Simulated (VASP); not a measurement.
VASP ran on this input.

**KPOINTS**
```
Automatic mesh
0
Gamma
10 10 7
0 0 0
```

File POSCAR:
```
FePt
1
    2.7744000000     0.0000000000     0.0000000000
    0.0000000000     2.7744000000     0.0000000000
    0.0000000000     0.0000000000     3.7842000000
Fe Pt
1 1
Direct
  0.0000000000   0.0000000000   0.0000000000
  0.5000000000   0.5000000000   0.5000000000
```

**INCAR**
```
SYSTEM = FePt
PREC = Accurate
ENCUT = 400
EDIFF = 1E-6
NELM = 100
ALGO = Normal
LREAL = .FALSE.
LASPH = .TRUE.
ISMEAR = 1
SIGMA = 0.1
GGA = PE
LMAXMIX = 6
ISPIN = 2
MAGMOM = 1.0 1.0 1.0 1.0
LORBIT = 10
LWAVE = .FALSE.
LCHARG = .FALSE.
ISIF = 2
```

POTCAR, in this order: Fe Pt (PBE.64 set). Program: vasp_std.

**Question.** One choice in this input is risky. Which, and does it do harm here?

**Answer.** The risk: MAGMOM holds more values than there are atoms. Here it does no harm: the run (PBE GGA, plane waves, VASP's PBE PAW potentials (set 64)) converges to the same energy and pressure as with the safe setting.
**OSZICAR**
```
       N       E                     dE             d eps       ncg     rms          rms(c)
DAV:   1     0.819047477424E+02    0.81905E+02   -0.75859E+03  4854   0.118E+03
DAV:   2    -0.123919325862E+02   -0.94297E+02   -0.85309E+02  4932   0.243E+02
DAV:   3    -0.157080157757E+02   -0.33161E+01   -0.31294E+01  5610   0.538E+01
DAV:   4    -0.157474999810E+02   -0.39484E-01   -0.39422E-01  5258   0.535E+00
DAV:   5    -0.157485155746E+02   -0.10156E-02   -0.10156E-02  5922   0.973E-01    0.152E+01
DAV:   6    -0.190914231697E+02   -0.33429E+01   -0.22095E+01  5094   0.938E+01    0.287E+01
DAV:   7    -0.142836416650E+02    0.48078E+01   -0.12577E+01  6150   0.975E+01    0.950E+00
DAV:   8    -0.145828055344E+02   -0.29916E+00   -0.67554E-01  5584   0.118E+01    0.756E+00
DAV:   9    -0.148434766755E+02   -0.26067E+00   -0.20933E-01  6258   0.850E+00    0.424E+00
DAV:  10    -0.147981400007E+02    0.45337E-01   -0.16457E-01  5878   0.905E+00    0.211E+00
DAV:  11    -0.147742648728E+02    0.23875E-01   -0.75803E-02  6318   0.432E+00    0.831E-01
DAV:  12    -0.147768015900E+02   -0.25367E-02   -0.71455E-03  6350   0.141E+00    0.517E-01
DAV:  13    -0.147778721487E+02   -0.10706E-02   -0.11154E-03  6438   0.483E-01    0.239E-01
DAV:  14    -0.147781455504E+02   -0.27340E-03   -0.27042E-04  6050   0.265E-01    0.926E-02
DAV:  15    -0.147781780436E+02   -0.32493E-04   -0.82164E-05  6366   0.210E-01    0.404E-02
DAV:  16    -0.147781848436E+02   -0.68000E-05   -0.15567E-05  5706   0.671E-02    0.127E-02
DAV:  17    -0.147781849474E+02   -0.10381E-06   -0.89153E-07  2690   0.161E-02
   1 F= -.14778185E+02 E0= -.14778438E+02  d E =0.758326E-03  mag=     3.3834
```

The compound is FePt in the L1_0 structure. The cell was not relaxed at this level.
